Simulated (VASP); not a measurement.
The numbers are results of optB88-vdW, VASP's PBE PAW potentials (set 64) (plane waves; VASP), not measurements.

A VASP calculation is set up with these files.

INCAR:
```
AGGAC = 0.0
ALGO = Normal
EDIFF = 1E-7
EDIFFG = -0.01
ENCUT = 520
GGA = BO
IBRION = 2
ISIF = 4
ISMEAR = 1
LASPH = .TRUE.
LCHARG = .FALSE.
LMAXMIX = 6
LREAL = .FALSE.
LUSE_VDW = .TRUE.
LWAVE = .FALSE.
NELM = 100
NSW = 30
PARAM1 = 0.1833333333
PARAM2 = 0.22
PREC = Accurate
SIGMA = 0.1
SYSTEM = PtSe2
```

### POSCAR
```
PtSe2
1
    1.8601560965    -3.2218851209     0.0000000000
    1.8601560965     3.2218851209     0.0000000000
    0.0000000000     0.0000000000     5.0117458658
Pt Se
1 2
Direct
  0.0000000000   0.0000000000   0.0000000000
  0.3333330000   0.6666670000   0.2558378764
  0.6666670000   0.3333330000   0.7441621236
```

### KPOINTS
```
Automatic mesh
0
Gamma
9 9 6
0 0 0
```

POTCAR, in this order: Pt Se (PBE.64 set). Program: vasp_std.

Q: What will the output report for the number of irreducible k-points (NKPTS), largest plane-wave count, number of space-group operations, FFT grid (NGX, NGY, NGZ)?

A: 
```json
{
  "number of irreducible k-points (NKPTS)": "62",
  "largest_plane_wave_count": "1632",
  "number_of_space_group_operations": "12",
  "FFT grid (NGX, NGY, NGZ)": "28 × 28 × 40"
}
```

The compound is PtSe2 in the 1T layered structure. This cell is one point of a volume scan, at 0.94 of the reference volume. Symmetry was kept, so distortions that lower it aren't found.
